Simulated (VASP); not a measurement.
Set up this calculation in VASP 6.6.1, as the native input.

| Property | Result |
| --- | --- |
| Task | single point |
| Functional | PBE |
| Potentials or basis | VASP PAW PBE potentials, release 64 (Ga_d, P) |
| Cutoff | 350 eV |
| k mesh | 8 × 8 × 8 |
| Occupations | gaussian, width 0.02 eV |
| Spin | no spin polarisation |
| Further INCAR settings | ALGO = Normal; EDIFF = 1e-07; NBANDS = 16 |

The structure of GaP lies in POSCAR:

```
GaP
1.0
    0.0000000000      2.7252500000      2.7252500000
    2.7252500000      0.0000000000      2.7252500000
    2.7252500000      2.7252500000      0.0000000000
Ga P
1 1
Direct
    0.0000000000      0.0000000000      0.0000000000
    0.2500000000      0.2500000000      0.2500000000
```

These files were run (other wordings do the same):

INCAR

```
SYSTEM = GaP
PREC = Accurate ; ENCUT = 350
EDIFF = 1E-7 ; ISMEAR = 0
SIGMA = 0.02 ; LREAL = .FALSE.
LASPH = .TRUE. ; NELM = 100
ALGO = Normal ; ISIF = 2
LWAVE = .FALSE. ; LCHARG = .FALSE.
GGA = PE ; NBANDS = 16
```

KPOINTS

```
regular mesh
0
G
  8 8 8
  0 0 0
```

Potentials or basis: VASP PAW PBE potentials, release 64 (Ga_d, P).

Command:

```bash
$ cat potpaw_PBE.64/Ga_d/POTCAR potpaw_PBE.64/P/POTCAR > POTCAR
$ mpirun -np 1 vasp_std > vasp.out
```

Results of the run:

* Pressure: 2.3 GPa
* Band gap on the k mesh: 1.64 eV, indirect (least direct gap 1.83 eV)

Caveat: the cutoff is under 1.25 times the usual one of these potentials, so pressure, stress and relaxed cells hold a basis-set (Pulay) error.

Wall time 5.6 s on 1 thread of Intel(R) Xeon(R) Platinum 8488C (Sapphire Rapids), with other jobs on the host, peak memory 0.13 GiB.
